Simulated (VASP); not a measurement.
A cell of Ho (hcp) near equilibrium:

```
CELL_PARAMETERS angstrom
      1.77392    -3.07251     0.00000
      1.77392     3.07251     0.00000
      0.00000     0.00000     5.44733
ATOMIC_POSITIONS crystal
  Ho 0.33333 0.66667 0.25000
  Ho 0.66667 0.33333 0.75000
```

Calculation: PBEsol GGA, VASP's PBE PAW potentials (set 64) (plane waves; VASP 6.6.1).

The 4f electrons are frozen in the core of the lanthanide potential, so 4f levels, which can set the real gap, and their magnetism are missing.

| run | ΔE (meV/atom) | σxx | σyy | σzz | largest shear component, with its sign (GPa) | largest force (eV/Å) |
|---|---|---|---|---|---|---|
| as it is | 0.0 | -0.10 | -0.10 | 0.10 | 0.00 | 0.000 |
| after one change | 3.7 | 1.43 | 1.43 | 1.05 | 0.00 | 0.000 |
Stress is in GPa, positive when the cell is compressed.

Task: Which change was made?
(A) biaxial strain of -1.5 % in the xy plane
(B) isotropic strain of -1.0 %
(C) biaxial strain of +0.5 % in the xy plane
(D) biaxial strain of +0.5 % in the yz plane

Result: A, biaxial strain of -1.5 % in the xy plane

The compound is Ho in the hcp structure.
